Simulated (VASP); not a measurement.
The system is Nb2SiO2.

```
Nb Si O
1.0
     3.30000    0.00000    0.00000
    -1.65000    2.85788    0.00000
     0.00000    0.00000    6.63000
Nb Si O
2 1 2
Direct
  0.33333 0.66667 0.28000
  0.66667 0.33333 0.72000
  0.00000 0.00000 0.00000
  0.66667 0.33333 0.37000
  0.33333 0.66667 0.63000
```

The cell was built by a generator and needn't be a form met in nature.

```yaml
Program: VASP 6.6.1
Task: relaxation of cell and atoms
Functional: PBE
Potentials_or_basis: VASP PAW PBE potentials, release 64 (Nb_sv, Si, O)
Cutoff: 520 eV
k_mesh: 5 × 5 × 2
Occupations: gaussian, width 0.15 eV
Spin: no spin polarisation
```

At the start: pressure 21.5 GPa; volume 12.51 Å³/atom.

Q: How do energy, volume and symmetry change on relaxing?

A: Over 10 steps the energy falls by 136.6 meV/atom and the volume is 13.23 Å³/atom (+5.8 %); space group P-3m1 (No. 164, to 0.05 Å).

The path:
```
step  energy change (eV)  largest force (eV/Å)  pressure (GPa)  volume (Å³)
   1              0.0000                1.8433           21.52        62.53
   2              0.4225                0.8375          -24.07        78.90
   3             -0.5369                0.6756           -3.88        68.88
   4             -0.5381                0.7180           -3.15        68.60
   5             -0.5380                0.7358           -2.67        68.48
   6             -0.6326                0.3799           -0.74        67.10
   7             -0.6658                0.0498            1.41        65.83
   8             -0.6767                0.1324           -1.46        66.67
   9             -0.6770                0.1203           -1.19        66.60
  10             -0.6829                0.0548            0.13        66.16
```

Final structure:
```yaml
crystal:
  lattice:
    - [3.47119, 0.00000, 0.00000]
    - [-1.73559, 3.00614, 0.00000]
    - [0.00000, 0.00000, 6.34059]
  atoms:
    - { symbol: Nb, position: [0.33333, 0.66667, 0.26796] }
    - { symbol: Nb, position: [0.66667, 0.33333, 0.73204] }
    - { symbol: Si, position: [0.00000, 0.00000, 0.00000] }
    - { symbol: O, position: [0.66667, 0.33333, 0.38606] }
    - { symbol: O, position: [0.33333, 0.66667, 0.61394] }
```

Caveat: the k mesh is coarse (spacing up to 0.47 Å⁻¹), so the values aren't converged.
